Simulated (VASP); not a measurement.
An input for Quantum ESPRESSO's pw.x (written as the equivalent of a VASP run, and not itself run):

```
&CONTROL
  calculation = 'scf'
  pseudo_dir = './pseudo'
  outdir = './out'
  tprnfor = .true.
  tstress = .true.
/
&SYSTEM
  ibrav = 0
  nat = 2
  ntyp = 1
  ecutwfc = 84
  occupations = 'smearing'
  smearing = 'fermi-dirac'
  degauss = 0.009996
  input_dft = 'pbe'
  noncolin = .true.
  lspinorb = .true.
/
&ELECTRONS
  conv_thr = 7.3e-08
  electron_maxstep = 100
/
ATOMIC_SPECIES
  Ru 101.070 Ru.upf
CELL_PARAMETERS angstrom
     1.3550000   -2.3469290    0.0000000
     1.3550000    2.3469290    0.0000000
     0.0000000    0.0000000    4.2800000
ATOMIC_POSITIONS crystal
  Ru   0.3333330  0.6666670  0.2500000
  Ru   0.6666670  0.3333330  0.7500000
K_POINTS automatic
  9 9 5 0 0 0
```

Q: Translate this input to VASP (INCAR, KPOINTS, POSCAR, choice of POTCAR).

A: One answer among several that fit: 
File POSCAR:
```
Ru
1
    1.3550000000    -2.3469290000     0.0000000000
    1.3550000000     2.3469290000     0.0000000000
    0.0000000000     0.0000000000     4.2800000000
Ru
2
Direct
  0.3333330000   0.6666670000   0.2500000000
  0.6666670000   0.3333330000   0.7500000000
```

### INCAR
```
! general
SYSTEM       =Ru
PREC         =Accurate
ENCUT        =300   ! plane-wave cut-off (eV)
LREAL        =.FALSE.
LASPH        =.TRUE.

! electronic loop
EDIFF        =1E-6   ! SCF stop (eV)
NELM         =100   ! most electronic steps
ALGO         =Normal
LMAXMIX      =4   ! l cut-off of mixed one-centre charges

! smearing
ISMEAR       =-1   ! Fermi-Dirac
SIGMA        =0.136

! functional
GGA          =PE   ! PBE
GGA_COMPAT   =.FALSE.

! spin
MAGMOM       =6*0.0
LSORBIT      =.TRUE.
LNONCOLLINEAR=.TRUE.

! ions
ISIF         =2

! output
LWAVE        =.FALSE.
LCHARG       =.FALSE.
LORBIT       =11
```

KPOINTS:
```
Automatic
0
Gamma
  9 9 5
0 0 0
```

POTCAR, in this order: Ru_pv (PBE.64 set). Program: vasp_ncl.

The two are equivalent in intent, not identical: the potentials are each code's own (VASP's PAW set, PseudoDojo norm-conserving files, fully relativistic, in pw.x), so ENCUT and ecutwfc are chosen apart and not converted; conv_thr bounds pw.x's estimated SCF error, while EDIFF bounds the energy change between steps.

The structure is a typed Ru crystal (P6_3/mmc). The cell was not relaxed at this level. The run is one of a series of settings (GGA_COMPAT = .FALSE., LNONCOLLINEAR = .TRUE., LSORBIT = .TRUE., MAGMOM = 0.0 0.0 0.0 0.0 0.0 0.0, program vasp_ncl against the base run), some of them coarse on purpose.
